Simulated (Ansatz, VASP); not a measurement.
# Nb2Ga3C3 in VASP and in Ansatz

```
CELL_PARAMETERS angstrom
4.86813 0.00000 0.00000
0.00000 4.86813 0.00000
0.00000 0.00000 4.86813
ATOMIC_POSITIONS crystal
Nb 0.50000 0.50000 0.50000
Nb 0.00000 0.00000 0.00000
Ga 0.00000 0.50000 0.50000
Ga 0.50000 0.00000 0.50000
Ga 0.50000 0.50000 0.00000
C 0.50000 0.00000 0.00000
C 0.00000 0.50000 0.00000
C 0.00000 0.00000 0.50000
```

Alike in both runs: functional PBE; k mesh 4 × 4 × 4; occupations gaussian, width 0.1 eV; no spin polarisation.

Ansatz relaxed the structure, and its values are those at the end. VASP's run is a single point on that final structure, the one shown.

|  | VASP | Ansatz |
| --- | --- | --- |
| version | VASP 6.6.1 | Ansatz 0.2.0 |
| potentials or method | VASP PAW PBE potentials, release 64 (Nb_sv, Ga_d, C) | scalar-relativistic, plane waves, PAW |
| plane-wave cutoff (eV) | 520 | 420 |
| valence electrons in the cell | 77 | 77 |

Ansatz gave:

```
gap on the k mesh at the Fermi level (eV) : none
pressure (GPa)                            : -0.1
```

Task: Which values does VASP return?

Result: gap on the k mesh at the Fermi level (eV): none; pressure (GPa): 0.0.

A gap of «none» marks a metal or a gap that the smearing closes.
